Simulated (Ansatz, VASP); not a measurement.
CuSn3: VASP beside Ansatz

The input INCAR:

```
SYSTEM = CuSn3
ALGO = Normal
EDIFF = 1E-6
ENCUT = 520
GGA = PE
ISIF = 2
ISMEAR = 0
LASPH = .True.
LCHARG = .False.
LREAL = .False.
LWAVE = .False.
NBANDS = 34
NELM = 60
PREC = Accurate
SIGMA = 0.1
```

The input KPOINTS:

```
k-points
0
Gamma
  6 6 2
  0 0 0
```

The input POSCAR:

```
CuSn3
1.0
    3.1086682700      0.0000000000      0.0000000000
   -1.5543341400      2.6921856900      0.0000000000
    0.0000000000      0.0000000000     11.5891013400
Cu Sn
1 3
Direct
    0.3333333300      0.6666666700      0.0000000000
    0.3333333300      0.6666666700      0.5000000000
    0.6666666700      0.3333333300      0.2500000000
    0.6666666700      0.3333333300      0.7500000000
```

Input for Ansatz:

```yaml
crystal:
  lattice:
    - [3.10866827, 0.0, 0.0]
    - [-1.55433414, 2.69218569, 0.0]
    - [0.0, 0.0, 11.58910134]
  atoms:
    - { symbol: Cu, position: [0.33333333, 0.66666667, 0.0] }
    - { symbol: Sn, position: [0.33333333, 0.66666667, 0.5] }
    - { symbol: Sn, position: [0.66666667, 0.33333333, 0.25] }
    - { symbol: Sn, position: [0.66666667, 0.33333333, 0.75] }
basis:
  ecutwfc: 420
kpoints:
  mp_grid: { grid: [6, 6, 2] }
hamiltonian:
  xc: pbe
scf:
  occupations: { method: gaussian, width: 0.1 }
  lower_state_search: "off"
output:
  forces: true
  stress: true
  eigenvalues: true
```

Alike in both runs: task single point; functional PBE; k mesh 6 × 6 × 2; occupations gaussian, width 0.1 eV; no spin polarisation.

```csv
,VASP,Ansatz
version,VASP 6.6.1,Ansatz 0.2.0
potentials or method,"VASP PAW PBE potentials, release 64 (Cu, Sn_d)","scalar-relativistic, plane waves, PAW"
plane-wave cutoff (eV),520,420
valence electrons in the cell,53,61
```

VASP gave:

| Item | Value |
| --- | --- |
| gap on the k mesh at the Fermi level (eV) | none |
| pressure (GPa) | 2.3 |
| largest component of the traceless stress (GPa) | 3.07 |
| rms of the force components (eV/Å) | 0.420 |

Problem. Which values does Ansatz return?

Solution. gap on the k mesh at the Fermi level (eV): none; pressure (GPa): 2.2; largest component of the traceless stress (GPa): 3.07; rms of the force components (eV/Å): 0.422.

Atom by atom the forces differ by 0.002 eV/Å (rms over components). A gap of «none» marks a metal or a gap that the smearing closes. The two sets of potentials don't hold the same shells in valence.

Caveats: the k mesh is coarse (spacing up to 0.39 Å⁻¹), so the values aren't converged; forces of over 1 eV/Å show positions far from the minimum, so gaps and moduli don't describe the material at rest.
